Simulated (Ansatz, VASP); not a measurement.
# Ba8SnP30O85: VASP beside Ansatz, part 2 of 2

Aim: how closely do two programs agree when they are given the same cell, functional and k mesh? Of the first pair: The structure shown is frame 40 of Ansatz's trajectory.

VASP 6.6.1 and Ansatz 0.2.0.

So far. Step 4 (Differences): The forces differ by 62 meV/Å r.m.s., which is 5.0 % of the r.m.s. force of 1.254 eV/Å (both taken over all components).

**6. VASP: single point, PBE, pair 2**

Level of this step: PBE; plane waves and PAW (P, Ba_sv, Sn_d, O) (VASP).

The same cell, functional and mesh now go to VASP, with its own data sets.

Contents of INCAR:

```
SYSTEM = Ba8SnP30O85
PREC = Accurate
ENCUT = 520
EDIFF = 1E-06
NELM = 120
ISMEAR = 0
SIGMA = 0.01
LREAL = Auto
ALGO = Normal
GGA = PE
NBANDS = 464
LORBIT = 11
LWAVE = .FALSE.
LCHARG = .FALSE.
ISIF = 2
LASPH = .TRUE.
GGA_COMPAT = .FALSE.
EFERMI = MIDGAP
NCORE = 4
```

Contents of POSCAR:

```
Ba8SnP30O85
1.0
   12.3152600000      0.0000000000      0.0000000000
    0.0000000000     12.3152600000      0.0000000000
    0.0000000000      0.0000000000     12.3152600000
P Ba Sn O
30 8 1 85
Direct
    0.1652908668      0.0504008848      0.6258170757
    0.0578550514      0.9910144000      0.1459408896
    0.8327879395      0.1211261476      0.1014838501
    0.1131198205      0.2656785159      0.8643422875
    0.4865995521      0.6020741746      0.6230075532
    0.4617604500      0.5253969466      0.9703408617
    0.9395822743      0.3732523714      0.5921596458
    0.9903404394      0.1515518146      0.4631814513
    0.1275571933      0.2588495899      0.2842489724
    0.5510155693      0.7976607883      0.4635874517
    0.4191710122      0.1682140694      0.1087593766
    0.4044169591      0.4010877562      0.1917945703
    0.9205652175      0.7922447435      0.0854143558
    0.0396499952      0.4808911870      0.9735563845
    0.7140003540      0.6179163087      0.6985155003
    0.3766140544      0.9535405667      0.4992505233
    0.8216391696      0.5496270481      0.4760191827
    0.3445887460      0.8831969443      0.8321870590
    0.2290166834      0.0696534219      0.9814409115
    0.7893377809      0.5476944864      0.9343773497
    0.4831972691      0.3197496439      0.8701318527
    0.2887230964      0.3778239355      0.7180928377
    0.5400616796      0.0951664845      0.6603189864
    0.9708118221      0.7505728665      0.4659260137
    0.0192119371      0.4825314285      0.2284807629
    0.9276296237      0.9042927230      0.8642042474
    0.3347472973      0.7709703246      0.1738006343
    0.0148108932      0.7177030773      0.7049790260
    0.4431899936      0.9866425881      0.2704206001
    0.2230890781      0.7684937224      0.4172465705
[... 88 atom lines left out ...]
    0.1328839180      0.2261259608      0.1680435492
    0.4333323048      0.7061970271      0.1774789976
    0.2241365590      0.2634698740      0.3580517179
    0.3249220885      0.1004201292      0.0555002493
    0.5479786866      0.6806514844      0.5367405966
    0.2945370215      0.0441890792      0.5509343692
```

Contents of KPOINTS:

```
Automatic mesh
0
Gamma
1 1 1
0 0 0
```

PAW data sets: P, Ba_sv, Sn_d and O (PBE family, release 64).

On the command line:

```console
$ mpirun -np 16 vasp_gam
```

Numbers of over 12 decimals in the logs are rounded to 6 here.

The program printed:

```text
[... set-up lines as in an earlier step ...]
 entering main loop
       N       E                     dE             d eps       ncg     rms          rms(c)
DAV:   1     0.824464119249E+04    0.82446E+04   -0.43639E+05   928   0.164E+03
DAV:   2    -0.143784614793E+03   -0.83884E+04   -0.80760E+04  1128   0.410E+02
DAV:   3    -0.955989791835E+03   -0.81221E+03   -0.80304E+03  1056   0.145E+02
DAV:   4    -0.989512498645E+03   -0.33523E+02   -0.33242E+02  1192   0.307E+01
[...]
DAV:  17    -0.859530379334E+03    0.38624E-04   -0.15268E-04  1112   0.368E-02    0.254E-02
DAV:  18    -0.859530378457E+03    0.87725E-06   -0.82229E-05  1192   0.185E-02    0.964E-03
DAV:  19    -0.859530378265E+03    0.19224E-06   -0.89577E-06  1064   0.600E-03
   1 F= -.85953038E+03 E0= -.85953038E+03  d E =0.000000E+00
```

Parts of OUTCAR (step 6):

```text
  FREE ENERGIE OF THE ION-ELECTRON SYSTEM (eV)
  ---------------------------------------------------
  free  energy   TOTEN  =      -859.5303782646 eV

  energy  without entropy=     -859.5303782646  energy(sigma->0) =     -859.53037826

[... 1 part as in an earlier step ...]
```

The run ends at a pressure of -1.16 GPa, with forces up to 5.9 eV/Å.

**7. Comparison**

Forces on 10 of the 124 atoms, those with the largest forces and the largest differences (eV/Å; atoms numbered as in POSCAR):

| atom | Ansatz x, y, z | VASP x, y, z |
| --- | --- | --- |
| P1 | 2.531, 3.004, -1.078 | 2.483, 2.882, -1.138 |
| P7 | 3.943, -0.747, -2.621 | 3.744, -0.804, -2.599 |
| P11 | 3.260, 2.531, 0.757 | 3.059, 2.459, 0.753 |
| P16 | -2.103, 5.397, 1.354 | -2.146, 5.298, 1.261 |
| P23 | -0.731, 2.881, -4.419 | -0.664, 2.839, -4.326 |
| Ba32 | -1.024, 0.256, -0.446 | -1.365, 0.325, -0.466 |
| O70 | -3.360, -2.231, 3.090 | -3.292, -2.091, 3.060 |
| O77 | 1.492, -1.698, 1.684 | 1.173, -1.524, 1.738 |
| O78 | 0.043, 1.260, -0.697 | 0.381, 1.433, -0.642 |
| O93 | -0.401, 0.179, 4.131 | -0.466, 0.184, 4.078 |

The forces differ by 78 meV/Å r.m.s., which is 6.2 % of the r.m.s. force of 1.258 eV/Å (both taken over all components).

**8. Ansatz: dynamics, PBE**

One frame of this run of dynamics is then solved in both programs, so the motion causes no difference.

The structure compared here is frame 120 of Ansatz's trajectory.

Contents of input.yaml:

```yaml
crystal:
  lattice:
    - [12.31526, 0.0, 0.0]
    - [0.0, 12.31526, 0.0]
    - [0.0, 0.0, 12.31526]
  atoms:
    - { symbol: P, position: [0.14756, 0.04333, 0.61499] }
    - { symbol: P, position: [0.0819, 0.97631, 0.15378] }
    - { symbol: P, position: [0.88077, 0.12632, 0.11348] }
    - { symbol: P, position: [0.10062, 0.26085, 0.86321] }
    - { symbol: P, position: [0.4931, 0.60245, 0.63279] }
    - { symbol: P, position: [0.45938, 0.53281, 0.96857] }
    - { symbol: P, position: [0.91907, 0.37513, 0.58063] }
    - { symbol: P, position: [0.97561, 0.15668, 0.4606] }
    - { symbol: P, position: [0.13301, 0.26252, 0.2892] }
    - { symbol: P, position: [0.54396, 0.78474, 0.46425] }
    - { symbol: P, position: [0.42238, 0.19076, 0.0819] }
    - { symbol: P, position: [0.39965, 0.41152, 0.18178] }
    - { symbol: P, position: [0.93291, 0.78687, 0.0847] }
    - { symbol: P, position: [0.04722, 0.48446, 0.97254] }
    - { symbol: P, position: [0.73119, 0.61063, 0.71186] }
    - { symbol: P, position: [0.35808, 0.96733, 0.50608] }
    - { symbol: P, position: [0.81584, 0.56275, 0.47603] }
    - { symbol: P, position: [0.33485, 0.89008, 0.83429] }
    - { symbol: P, position: [0.22615, 0.07146, 0.97321] }
    - { symbol: P, position: [0.80261, 0.5382, 0.93241] }
    - { symbol: P, position: [0.47601, 0.30567, 0.84558] }
    - { symbol: P, position: [0.27856, 0.35337, 0.71106] }
    - { symbol: P, position: [0.51658, 0.10576, 0.65721] }
    - { symbol: P, position: [0.98693, 0.74763, 0.46928] }
    - { symbol: P, position: [0.02881, 0.48368, 0.22679] }
    - { symbol: P, position: [0.95806, 0.90566, 0.85939] }
    - { symbol: P, position: [0.32089, 0.7959, 0.18529] }
    - { symbol: P, position: [0.00631, 0.70854, 0.70938] }
    - { symbol: P, position: [0.43474, 0.01035, 0.26943] }
    - { symbol: P, position: [0.23336, 0.75879, 0.41854] }
[... 88 atom lines left out ...]
    - { symbol: O, position: [0.14001, 0.21757, 0.17899] }
    - { symbol: O, position: [0.39873, 0.71357, 0.14942] }
    - { symbol: O, position: [0.23711, 0.26616, 0.3516] }
    - { symbol: O, position: [0.33275, 0.11647, 0.02647] }
    - { symbol: O, position: [0.52873, 0.69468, 0.55162] }
    - { symbol: O, position: [0.25131, 0.03003, 0.54702] }
kpoints:
  mp_grid: { grid: [1, 1, 1] }
hamiltonian:
  xc: pbe
scf:
  occupations: { method: fixed }
output:
  forces: true
  stress: true
md:
  timestep: 1.0
  n_steps: 120
  ensemble: nvt_nose_hoover
  temperature: 600
  initial_velocities: maxwell_boltzmann
  seed: 4796
```

On the command line:

```console
$ ansatz run input.yaml --threads 4 --pin off --max-ram 8192MiB --backend cpu --events-out ev --progress --plain --runs-dir out
```

The program printed:

```text
[...]
Crystal: 124 atoms, lattice volume = 1867.802 Å³
Basis set: ecut = 420 eV, 36377 PW (Γ), exchange–correlation on 180×180×180 points (8 copies of the dense FFT grid, shifted against one another)
Bands: 501, of which v1, the nominal top of the filled ones, is band 377 counted from 1 (376 counted from 0)
Symmetry: 1 space group operations
k-points: 1
[...]
atom 124  O     -2.11955115    -0.08314753    -0.08663617
  max |Σ_I F_I| component: 4.57e-5 eV/Å
--- Stress (GPa, compression-positive) ---
       -0.456845       0.571901       0.306403
        0.571901       3.007045       0.230593
        0.306402       0.230593       1.362551
  P = ⅓ Tr σ = 1.3043 GPa (13.043 kbar)
--- MD trajectory: 120 steps, t = 0.0 → 120.0 fs ---
[...]
conserved energy: peak-to-peak 1.645e-2 eV (1.327e-4 eV/atom) over 120.0 fs
[key lines of the parts left out:]
SCF converged after 9 iterations
Free energy (F): -124569.359818 eV
Fermi energy:    4.764548 eV
```

**9. VASP: single point, PBE, pair 3**

The same cell, functional and mesh now go to VASP, with its own data sets.

INCAR is that of step 6.

Contents of POSCAR:

```
Ba8SnP30O85
1.0
   12.3152600000      0.0000000000      0.0000000000
    0.0000000000     12.3152600000      0.0000000000
    0.0000000000      0.0000000000     12.3152600000
P Ba Sn O
30 8 1 85
Direct
    0.1814659211      0.0533484474      0.6171855081
    0.0404376359      0.9985903667      0.1388602433
    0.8123498814      0.1130792204      0.0849433954
    0.1231805094      0.2689265188      0.8634003667
    0.4769042635      0.5978274109      0.6145465057
    0.4658854137      0.5342152744      0.9834059533
    0.9512101247      0.3599030796      0.5803856354
    0.0089596160      0.1515193345      0.4593406879
    0.1257139516      0.2503560623      0.2917680991
    0.5531267712      0.7850016971      0.4714232586
    0.4129673267      0.1712509521      0.1124620999
    0.4157200092      0.4034263182      0.1970076149
    0.9063795649      0.7911160625      0.0826129534
    0.0460810409      0.4904727955      0.9717537429
    0.7022913036      0.6065401786      0.7076586284
    0.3821356593      0.9550833681      0.4970418814
    0.8257316532      0.5561880139      0.4826857086
    0.3429566245      0.8730875353      0.8345175011
    0.2327194067      0.0696534219      0.9775027080
    0.7945102255      0.5405813600      0.9360094712
    0.4791372655      0.3278209311      0.8647726479
    0.2969405437      0.3767602146      0.7194407589
    0.5414177208      0.0844967950      0.6487560961
    0.9710797823      0.7565654318      0.4714557387
    0.0157365740      0.4806557068      0.2205393958
    0.9284497445      0.9061928047      0.8656577287
    0.3407561026      0.7728541663      0.1924522909
    0.0191226170      0.7237200027      0.7149097948
    0.4384966294      0.9884614698      0.2633805539
    0.2206205959      0.7758910490      0.4126506464
[... 88 atom lines left out ...]
    0.1406060449      0.2086435853      0.1804184402
    0.4350862264      0.7076180284      0.2260853608
    0.2046891418      0.2728322423      0.3821194193
    0.3250682487      0.1118287393      0.0560280498
    0.5529968511      0.6952431374      0.5592817366
    0.3079756335      0.0367024326      0.5621237392
```

KPOINTS is that of step 6.

On the command line:

```console
$ mpirun -np 16 vasp_gam
```

The program printed:

```text
[... set-up lines as in an earlier step ...]
 entering main loop
       N       E                     dE             d eps       ncg     rms          rms(c)
DAV:   1     0.830689508250E+04    0.83069E+04   -0.43641E+05   928   0.164E+03
DAV:   2    -0.140004371898E+03   -0.84469E+04   -0.81341E+04  1136   0.412E+02
DAV:   3    -0.958904247931E+03   -0.81890E+03   -0.80965E+03  1072   0.146E+02
DAV:   4    -0.992590214794E+03   -0.33686E+02   -0.33405E+02  1176   0.312E+01
[...]
DAV:  17    -0.860027969777E+03    0.54702E-04   -0.14385E-04  1080   0.395E-02    0.273E-02
DAV:  18    -0.860027968348E+03    0.14293E-05   -0.92851E-05  1144   0.197E-02    0.113E-02
DAV:  19    -0.860027968242E+03    0.10579E-06   -0.93111E-06  1096   0.593E-03
   1 F= -.86002797E+03 E0= -.86002797E+03  d E =0.000000E+00
```

OUTCAR, selected parts (step 9):

```text
  FREE ENERGIE OF THE ION-ELECTRON SYSTEM (eV)
  ---------------------------------------------------
  free  energy   TOTEN  =      -860.0279682420 eV

  energy  without entropy=     -860.0279682420  energy(sigma->0) =     -860.02796824

[... 1 part as in an earlier step ...]
```

The run ends at a pressure of 1.00 GPa, with forces up to 5.5 eV/Å.

**10. Differences**

Forces on 10 of the 124 atoms, those with the largest forces and the largest differences (eV/Å; atoms numbered as in POSCAR):

| atom | Ansatz x, y, z | VASP x, y, z |
| --- | --- | --- |
| P7 | -3.518, -0.591, 2.882 | -3.413, -0.570, 2.854 |
| P10 | 3.747, 2.948, -0.031 | 3.785, 2.915, -0.044 |
| P11 | 1.533, 4.595, 2.951 | 1.466, 4.483, 2.816 |
| P18 | 2.694, 3.007, 2.374 | 2.644, 2.995, 2.337 |
| O41 | -1.732, -0.553, 0.120 | -2.178, -0.515, 0.118 |
| O78 | -3.151, -0.996, -0.387 | -2.666, -0.803, -0.348 |
| O81 | 0.601, -0.641, 1.666 | 0.763, -0.687, 2.015 |
| O88 | 1.200, 5.331, 0.361 | 1.199, 5.241, 0.429 |
| O106 | -3.873, 2.760, -0.919 | -3.789, 2.628, -0.877 |
| O122 | -3.634, -2.808, -2.148 | -3.524, -2.692, -2.100 |

The forces differ by 83 meV/Å r.m.s., which is 6.3 % of the r.m.s. force of 1.311 eV/Å (both taken over all components).

**11. Summary of results**

```
r.m.s. force difference (single point, PBE, pair 1) : 5.0 % of the r.m.s. force
r.m.s. force difference (single point, PBE, pair 2) : 6.2 % of the r.m.s. force
r.m.s. force difference (single point, PBE, pair 3) : 6.3 % of the r.m.s. force
```

What this shows: The r.m.s. force difference is 6.3 % of the r.m.s. force (single point, PBE, pair 3), beyond the 3 % picked in this series as the mark of a large difference. What causes the difference of the single point, PBE, pair 1 pair stays open here. What causes the difference of the single point, PBE, pair 2 pair stays open here. What causes the difference of the single point, PBE, pair 3 pair stays open here. How closely two codes agree says nothing of how well the functional describes the real material.

[Lines on the potential files, build, host, timing and source positions are cut from VASP's logs without a mark.]

[Logs are printed without paths, hosts, clocks, repeated set-up lines and the standing remarks that a program may print on its own settings, such as how far it seeks lower states.]

[Hosts, paths, dates, database ids (printed as entryN), source tags and the programs' standing remarks are cut or masked in the printed files.]
